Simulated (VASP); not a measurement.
## HfO2: stress against strain

HfO2 (fluorite, Fm-3m, 10.305 Å³/atom and stress up to 0.30 GPa in the relaxed cell, cube axes along x, y and z) under an equal strain ε along x and y, with z held. LDA in VASP (plane waves, PAW), 600 eV, 10×10×10 Γ-centred mesh, Gaussian smearing 0.05 eV; ions are relaxed, or left where forces stay under 0.02 eV/Å, within the symmetry of each cell. Against the start cell, which lies near the measured one, the relaxed cell differs by -5.7 % in volume; the values below rest on it. Stress is positive for a compressed cell.

Here s stands for strain and y for stress xx.

```
strain (%)  stress xx (GPa)
----------  ---------------
-1.50                 11.67
-1.00                  7.50
-0.50                  3.52
0.00                  -0.30
0.50                  -3.94
1.00                  -7.43
1.50                 -10.76
3.00                      ?
```

Taking a straight line for y over the 7 complete rows: Means: s 0, y 0.037. About the means, the sum of products is -52.305 and the sum of squares of s is 7.0000; the slope is their ratio. Least squares gives y = 0.037 - 7.4721·s. Residuals (row less fit): 0.425, -0.009, -0.253, -0.337, -0.241, 0.005, 0.411; standard error 0.342 (degrees of freedom: 5). The slope gives the elastic constants C11 + C12 = 747 ± 13 GPa (± standard error of the fit, which holds the terms cut off).

Q: Estimate the missing y (s = 3.00); what did the run itself give?

A: y = 0.037 - 7.4721 × 3.0 = -22.379 GPa. The calculation gives -19.88 GPa, 2.499 GPa above the prediction (7.9 % of the range of y in the table). The row lies outside the fitted rows, so this is an extrapolation. From the scatter of the fitted rows alone, a prediction at this place has a standard error of 0.533 GPa, so the miss is 4.7 times that.

A polynomial of degree 2 through the 12 other runs of the series gives -19.74 there, so most of the miss is curvature that the fit leaves out. The primitive cell can neither tilt nor turn polar against its symmetry, as such crystals can under strain. HfO2 is here the high-temperature cubic form, which is unstable at 0 K; the monoclinic form is the stable one. Rows are the converged runs of the series near zero and its far end; series whose fitted rows scatter by over a few per cent of the range, as at a crossing or softening among them, aren't shown in this form, nor equations of state whose B0' disagrees with the runs' pressures. Most that stay on the fit to the last digits aren't either.
